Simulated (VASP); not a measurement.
Output of a VASP run:

### OUTCAR
```
 ion  position               nearest neighbor table
   1  0.000  0.000  0.000-   4 2.05   5 2.05   4 2.05   5 2.05   3 2.09   6 2.09
   2  0.500  0.500  0.500-   3 2.05   6 2.05   3 2.05   6 2.05   5 2.09   4 2.09
   3  0.305  0.305  0.000-   2 2.05   2 2.05   1 2.09
   4  0.805  0.195  0.500-   1 2.05   1 2.05   2 2.09
   5  0.195  0.805  0.500-   1 2.05   1 2.05   2 2.09
   6  0.695  0.695  0.000-   2 2.05   2 2.05   1 2.09
  LATTYP: Found a simple tetragonal cell.
 ALAT       =     4.8359680000
 C/A-ratio  =     0.6440050885
 Subroutine PRICEL returns:
 Original cell was already a primitive cell.
 Subroutine GETGRP returns: Found 16 space group operations
The static configuration has the point symmetry D_2h.
 The point group associated with its full space group is D_4h.
The dynamic configuration has the point symmetry D_2h.
 Subroutine INISYM returns: Found 16 space group operations
 Subroutine IBZKPT returns following result:
 Found     24 irreducible k-points:

 Following reciprocal coordinates:
            Coordinates               Weight
  0.000000  0.000000  0.000000      1.000000
  0.200000  0.000000  0.000000      4.000000
  0.400000  0.000000  0.000000      4.000000
  0.200000  0.200000  0.000000      4.000000
  0.400000  0.200000  0.000000      8.000000
  0.400000  0.400000  0.000000      4.000000
  0.000000  0.000000  0.142857      2.000000
  0.200000  0.000000  0.142857      8.000000
  0.400000  0.000000  0.142857      8.000000
  0.200000  0.200000  0.142857      8.000000
  0.400000  0.200000  0.142857     16.000000
  0.400000  0.400000  0.142857      8.000000
  0.000000  0.000000  0.285714      2.000000
  0.200000  0.000000  0.285714      8.000000
  0.400000  0.000000  0.285714      8.000000
  0.200000  0.200000  0.285714      8.000000
  0.400000  0.200000  0.285714     16.000000
  0.400000  0.400000  0.285714      8.000000
  0.000000  0.000000  0.428571      2.000000
  0.200000  0.000000  0.428571      8.000000
  0.400000  0.000000  0.428571      8.000000
  0.200000  0.200000  0.428571      8.000000
  0.400000  0.200000  0.428571     16.000000
  0.400000  0.400000  0.428571      8.000000
   k-points           NKPTS =     24   k-points in BZ     NKDIM =     24   number of bands    NBANDS=     27
   number of dos      NEDOS =    301   number of ions     NIONS =      6
   total plane-waves  NPLWV =  20480
   dimension x,y,z NGX =    32 NGY =   32 NGZ =   20
   dimension x,y,z NGXF=    64 NGYF=   64 NGZF=   40
   ions per type =               2   4
   PREC   = accura    normal or accurate (medium, high low for compatibility)
   ISTART =      0    job   : 0-new  1-cont  2-samecut
   ICHARG =      2    charge: 1-file 2-atom 10-const
   ISPIN  =      1    spin polarized calculation?
   LNONCOLLINEAR =      F non collinear calculations
   LSORBIT =      F    spin-orbit coupling
   INIWAV =      1    electr: 0-lowe 1-rand  2-diag
   ENCUT  =  400.0 eV  29.40 Ry    5.42 a.u.   7.89  7.89  5.08*2*pi/ulx,y,z
   NELM   =    100;   NELMIN=  2; NELMDL= -5     # of ELM steps
   EDIFF  = 0.1E-05   stopping-criterion for ELM
   LREAL  =      F    real-space projection
   NLSPLINE    = F    spline interpolate recip. space projectors
   LMAXMIX     =    6 max onsite mixed and CHGCAR
   VOSKOWN=      0    Vosko Wilk Nusair interpolation
   EDIFFG = 0.1E-04   stopping-criterion for IOM
   NSW    =      0    number of steps for IOM
   NBLOCK =      1;   KBLOCK =      1    inner block; outer block
   IBRION =     -1    ionic relax: 0-MD 1-quasi-New 2-CG
   NFREE  =      0    steps in history (QN), initial steepest desc. (CG)
   ISIF   =      2    stress and relaxation
   ISYM   =      2    0-nonsym 1-usesym 2-fastsym
   TEIN   =    0.0    initial temperature
   TEBEG  =    0.0;   TEEND  =   0.0 temperature during run
   SMASS  =  -3.00    Nose mass-parameter (am)
   PSTRESS=    0.0 pullay stress
   NELECT =      46.0000    total number of electrons
   EFERMI =   0.00;   METHOD = LEGACY
   ISMEAR =     0;   SIGMA  =   0.10  broadening in eV -4-tet -1-fermi 0-gaus
...
```

**OSZICAR**
```
       N       E                     dE             d eps       ncg     rms          rms(c)
DAV:   1     0.372239356184E+03    0.37224E+03   -0.22929E+04  1320   0.142E+03
DAV:   2    -0.489560845594E+02   -0.42120E+03   -0.41489E+03  1636   0.425E+02
DAV:   3    -0.697929167291E+02   -0.20837E+02   -0.20579E+02  1476   0.989E+01
DAV:   4    -0.702534482758E+02   -0.46053E+00   -0.44061E+00  1773   0.129E+01
DAV:   5    -0.702650026992E+02   -0.11554E-01   -0.11370E-01  1633   0.138E+00    0.394E+01
DAV:   6    -0.617236621172E+02    0.85413E+01   -0.56031E+01  1502   0.459E+01    0.177E+01
DAV:   7    -0.614372581812E+02    0.28640E+00   -0.26995E+00  1506   0.102E+01    0.101E+01
DAV:   8    -0.613641651507E+02    0.73093E-01   -0.23962E-01  1501   0.396E+00    0.397E-01
DAV:   9    -0.613621492113E+02    0.20159E-02   -0.21678E-02  1717   0.977E-01    0.253E-01
DAV:  10    -0.613620882978E+02    0.60913E-04   -0.20117E-03  1522   0.406E-01    0.396E-02
DAV:  11    -0.613621051820E+02   -0.16884E-04   -0.18509E-04  1650   0.105E-01    0.162E-02
DAV:  12    -0.613621177591E+02   -0.12577E-04   -0.20100E-05  1638   0.319E-02    0.473E-03
DAV:  13    -0.613621178418E+02   -0.82621E-07   -0.11483E-06   980   0.900E-03
   1 F= -.61362118E+02 E0= -.61349480E+02  d E =-.252749E-01
```

OUTCAR:
```
------------------------ aborting loop because EDIFF is reached ----------------------------------------
  FORCE on cell =-STRESS in cart. coord.  units (eV):
  Direction    XX          YY          ZZ          XY          YZ          ZX
  --------------------------------------------------------------------------------------
  Total       -4.8446281     -4.8446281     -7.9084034      0.0000000      0.0000000      0.0000000
  in kB     -106.5691431   -106.5691431   -173.9641823      0.0000000      0.0000000      0.0000000
  external PRESSURE =    -129.0341562 kB  Pullay stress =       0.0000000 kB
  volume of cell :       72.83
      direct lattice vectors                 reciprocal lattice vectors
     4.835968000  0.000000000  0.000000000     0.206783833  0.000000000  0.000000000
     0.000000000  4.835968000  0.000000000     0.000000000  0.206783833  0.000000000
     0.000000000  0.000000000  3.114388000     0.000000000  0.000000000  0.321090372
 POSITION                                       TOTAL-FORCE (eV/Angst)
 -----------------------------------------------------------------------------------
      0.00000      0.00000      0.00000        -0.000000      0.000000     -0.000000
      2.41798      2.41798      1.55719        -0.000000      0.000000     -0.000000
      1.47478      1.47478      0.00000        -0.636145     -0.636145      0.000000
      3.89276      0.94321      1.55719        -0.636145      0.636145     -0.000000
      0.94321      3.89276      1.55719         0.636145     -0.636145     -0.000000
      3.36119      3.36119      0.00000         0.636145      0.636145     -0.000000
 -----------------------------------------------------------------------------------
    total drift:                                0.000000     -0.000000     -0.000000
  FREE ENERGIE OF THE ION-ELECTRON SYSTEM (eV)
  ---------------------------------------------------
  free  energy   TOTEN  =       -61.3621178418 eV

  energy  without entropy=      -61.3368429310  energy(sigma->0) =      -61.34948039
```
(Selected blocks of OUTCAR.)

POSCAR:
```
TaO2
1
    4.8359680000     0.0000000000     0.0000000000
    0.0000000000     4.8359680000     0.0000000000
    0.0000000000     0.0000000000     3.1143880000
Ta O
2 4
Direct
  0.0000000000   0.0000000000   0.0000000000
  0.5000000000   0.5000000000   0.5000000000
  0.3049600000   0.3049600000   0.0000000000
  0.8049600000   0.1950400000   0.5000000000
  0.1950400000   0.8049600000   0.5000000000
  0.6950400000   0.6950400000   0.0000000000
```

### Question
Write an INCAR and KPOINTS that could have produced this output.

### Answer
This is not unique; one that fits is the input of the run itself, PBEsol GGA, plane waves, VASP's PBE PAW potentials (set 64).

### KPOINTS
```
Automatic mesh
0
Gamma
5 5 7
0 0 0
```

### INCAR
```
SYSTEM = TaO2
PREC = Accurate
ENCUT = 400
EDIFF = 1E-6
NELM = 100
ALGO = Normal
LREAL = .FALSE.
LASPH = .TRUE.
ISMEAR = 0
SIGMA = 0.1
GGA = PS
LMAXMIX = 6
LWAVE = .FALSE.
LCHARG = .FALSE.
ISIF = 2
```

POTCAR, in this order: Ta_pv O (PBE.64 set). Program: vasp_std.

At this cut-off the stress carries a Pulay error, which pulls relaxed volumes low.

The structure was generated: TaO2 was put into an ordered model structure, which need not be its known phase. The cell was not relaxed at this level.
